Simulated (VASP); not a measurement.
Input:

```
MoTe2
1.0
    1.77628    -3.07661     0.00000
    1.77628     3.07661     0.00000
    0.00000     0.00000    14.67156
Te Mo
4 2
Cartesian
  1.77628   1.02554  12.81413
  1.77628  -1.02554   5.47835
  1.77628  -1.02554   1.85743
  1.77628   1.02554   9.19321
  1.77628   1.02554   3.66789
  1.77628  -1.02554  11.00367
```

Method: PBE GGA, VASP's PBE PAW potentials (set 64) (plane waves; VASP 6.6.1). Run with 400 eV cut-off, 8×8×2 Γ-centred mesh, tetrahedra with Blöchl corrections, potentials Te Mo_sv.

The cores are frozen, which limits the accuracy of field gradients. Without a dispersion term in the relaxation, distances and binding between the weakly bound layers, chains or molecules are unreliable, and so is what depends on them.

Q: Give the principal components of the electric field gradient (V/Å²) and the asymmetry η at each nucleus.

A: 
| atom | Vxx | Vyy | Vzz | η |
|---|---|---|---|---|
| Te1 | 92.4 | 92.4 | -184.7 | 0.00 |
| Te2 | 92.4 | 92.4 | -184.7 | 0.00 |
| Te3 | 92.4 | 92.4 | -184.7 | 0.00 |
| Te4 | 92.4 | 92.4 | -184.7 | 0.00 |
| Mo5 | 36.1 | 36.1 | -72.2 | 0.00 |
| Mo6 | 36.1 | 36.1 | -72.2 | 0.00 |

The compound is MoTe2 in the 2H layered structure. It was relaxed first, which changed the volume by +7 %.
